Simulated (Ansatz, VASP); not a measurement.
# SiTe2WS2 (1T-SiSTe under 2H-WSTe, AA): VASP beside Ansatz, part 2 of 2

Wanted: the spread between two codes on one cell, functional and k mesh. Of the first pair: The structure shown is the start of the Ansatz relaxation below; VASP solves that cell, so the two are compared at the walk's first step.

VASP 6.6.1 and Ansatz 0.2.0.

So far: The structure; Ansatz: relaxation, PBE with D3(BJ); VASP: single point, PBE with D3(BJ), start cell, pair 1.

## 4. Differences

Known differences besides the potentials themselves: Ansatz cuts the interaction across the vacuum, VASP repeats the sheet with a dipole correction (LDIPOL); the data sets hold 62 valence electrons in Ansatz (on its default PAW (the set named soft_2) files) and 34 in VASP; the cutoff is 420 eV in Ansatz and 520 eV in VASP. Total energies have different zeros and are not compared.

Forces (eV/Å; atoms numbered as in POSCAR):

```csv
atom,"Ansatz x, y, z","VASP x, y, z"
Te1,"0.000, 0.000, -5.913","0.000, 0.000, -5.983"
Te2,"0.000, 0.000, 2.538","0.000, 0.000, 2.606"
Si3,"0.000, 0.000, 0.333","0.000, 0.000, 0.435"
S4,"0.000, 0.000, 4.910","0.000, 0.000, 4.878"
S5,"0.000, 0.000, -2.110","0.000, 0.000, -2.196"
W6,"0.000, 0.000, 0.241","0.000, 0.000, 0.260"
```

The forces differ by 40 meV/Å r.m.s., which is 2.0 % of the r.m.s. force of 1.992 eV/Å (both taken over all components). VASP's last cycles still show a density residual of 7e-03, so its state may not be settled. Where the cell holds vacuum, a pressure given here is an average over it and none of the material.

## 5. Ansatz: relaxation, PBE with D3(BJ)

This run makes the geometry at which the two programs are then compared.

The structure compared here is the end of the Ansatz relaxation.

This is the run of step 2 again, met here at its other cell.

## 6. VASP: single point, PBE with D3(BJ), relaxed cell, pair 2

The same cell, functional, mesh and smearing now go to VASP, with its own data sets.

INCAR

```
SYSTEM = SiTe2WS2
PREC = Accurate
ENCUT = 520
EDIFF = 1E-06
NELM = 120
ISMEAR = -1
SIGMA = 0.05
LREAL = .FALSE.
ALGO = Normal
GGA = PE
IVDW = 12
NBANDS = 23
LASPH = .TRUE.
LORBIT = 11
LWAVE = .FALSE.
LCHARG = .FALSE.
ISIF = 2
LDIPOL = .TRUE.
IDIPOL = 3
DIPOL = 0.5 0.5 0.268
LVHAR = .TRUE.
GGA_COMPAT = .FALSE.
NELMDL = -8
KPAR = 2
```

POSCAR

```
SiTe2WS2
1.0
    3.4090474433      0.0000000000      0.0000000000
   -1.7045237217      2.9523216886      0.0000000000
    0.0000000000      0.0000000000     42.1368580839
Te Si S W
2 1 2 1
Direct
    0.6666666667      0.3333333333      0.1477700203
    0.3333333333      0.6666666667      0.3095938208
    0.0000000000      0.0000000000      0.1903099433
    0.3333333333      0.6666666667      0.2201296545
    0.3333333333      0.6666666667      0.3889361685
    0.0000000000      0.0000000000      0.3544210027
```

KPOINTS

```
Automatic mesh
0
Gamma
9 9 1
0 0 0
```

PAW data sets: Te, Si, S and W (PBE family, release 64).

Command:

```bash
$ mpirun -np 2 vasp_std
```

Numbers of over 12 decimals in the logs are rounded to 6 here.

Output:

```text
[... set-up lines as in an earlier step ...]
 entering main loop
       N       E                     dE             d eps       ncg     rms          rms(c)
DAV:   1     0.256313127483E+03    0.25631E+03   -0.10943E+04   568   0.107E+03
DAV:   2    -0.259779509830E+00   -0.25657E+03   -0.24786E+03   852   0.196E+02
DAV:   3    -0.342675326536E+02   -0.34008E+02   -0.33587E+02   700   0.816E+01
DAV:   4    -0.356321405138E+02   -0.13646E+01   -0.13566E+01   824   0.192E+01
[...]
DAV:  40    -0.342568420338E+02   -0.20595E-05   -0.55074E-07   486   0.379E-03    0.471E-03
DAV:  41    -0.342568445860E+02   -0.25522E-05   -0.23923E-07   493   0.413E-03    0.332E-03
DAV:  42    -0.342568447917E+02   -0.20569E-06   -0.31149E-07   521   0.637E-03
   1 F= -.36402715E+02 E0= -.36393708E+02  d E =-.180133E-01
```

From OUTCAR (step 6):

```text
 Edisp (eV)   -2.14587

  Total      -0.27670    -0.27670    -0.24473     0.00000     0.00000     0.00000
  in kB      -1.04535    -1.04535    -0.92456     0.00000     0.00000     0.00000
  external pressure =       -1.01 kB  Pullay stress =        0.00 kB

 POSITION                                       TOTAL-FORCE (eV/Angst)
 -----------------------------------------------------------------------------------
      1.70452      0.98411      6.22656        -0.000000     -0.000000     -0.026636
     -0.00000      1.96821     13.04531         0.000000     -0.000000      0.077797
      0.00000      0.00000      8.01906        -0.000000      0.000000      0.049859
     -0.00000      1.96821      9.27557         0.000000     -0.000000     -0.023675
     -0.00000      1.96821     16.38855         0.000000      0.000000     -0.063022
      0.00000      0.00000     14.93419        -0.000000      0.000000     -0.014323
 -----------------------------------------------------------------------------------
    total drift:                                0.000000     -0.000000     -0.001102

  FREE ENERGIE OF THE ION-ELECTRON SYSTEM (eV)
  ---------------------------------------------------
  free  energy   TOTEN  =       -36.4027146051 eV

  energy  without entropy=      -36.3847013281  energy(sigma->0) =      -36.39370797

[... 1 part as in an earlier step ...]

[... 2 further parts left out ...]
[key lines of the parts left out:]
E-fermi :  -1.1437
```

## 7. Comparison

What differs besides the data sets and the points named for the pairs above, as far as they apply: the data sets hold 62 valence electrons in Ansatz (on its default PAW (the set named soft_2) files) and 34 in VASP. Total energies have different zeros and are not compared.

Forces (eV/Å; atoms numbered as in POSCAR):

| atom | Ansatz x, y, z | VASP x, y, z |
| --- | --- | --- |
| Te1 | 0.000, 0.000, -0.003 | 0.000, 0.000, -0.027 |
| Te2 | 0.000, 0.000, -0.001 | 0.000, 0.000, 0.078 |
| Si3 | 0.000, 0.000, 0.009 | 0.000, 0.000, 0.050 |
| S4 | 0.000, 0.000, -0.006 | 0.000, 0.000, -0.024 |
| S5 | 0.000, 0.000, 0.000 | 0.000, 0.000, -0.063 |
| W6 | 0.000, 0.000, 0.001 | 0.000, 0.000, -0.014 |

The forces differ by 27 meV/Å r.m.s., where the r.m.s. force is 0.003 eV/Å in Ansatz and 0.028 eV/Å in VASP: the atoms lie near their places of rest in Ansatz, so a percentage would say little (all taken over all components). Where the cell holds vacuum, a pressure given here is an average over it and none of the material.

## 8. Other set-ups

Further runs change the set-up of one program: Ansatz's method, potentials or start, or VASP's data sets, cutoff or form of LDA. The table gives that difference for each run.

```csv
run,r.m.s. force difference (meV/Å)
as above,27
"VASP with the data sets Te_sv_GW, Si, S and W",23
```

## 9. What came out

```json
{"r.m.s. force difference (single point, PBE with D3(BJ), start cell, pair 1)": "2.0 % of the r.m.s. force", "r.m.s. force difference (single point, PBE with D3(BJ), relaxed cell, pair 2)": "27 meV/Å"}
```

**Reading.** The r.m.s. force difference is 27 meV/Å (single point, PBE with D3(BJ), relaxed cell, pair 2), beyond the 12 meV/Å picked in this series as the mark of a large difference. The data sets hold unlike numbers of valence electrons (62 in Ansatz and 34 in VASP), so part of the differences may come from the potentials. For single point, PBE with D3(BJ), relaxed cell, pair 2, no further run moves any of the tabulated differences by more than a quarter of its size. Such differences can come from data sets, numerical settings and the points named under the comparisons, not from the functional's error against experiment.

[Lines on the potential files, build, host, timing and source positions are cut from VASP's logs without a mark.]

[Logs are printed without paths, hosts, clocks, repeated set-up lines and the standing remarks that a program may print on its own settings, such as how far it seeks lower states.]

[Hosts, paths, dates, database ids (printed as entryN), source tags and the programs' standing remarks are cut or masked in the printed files.]
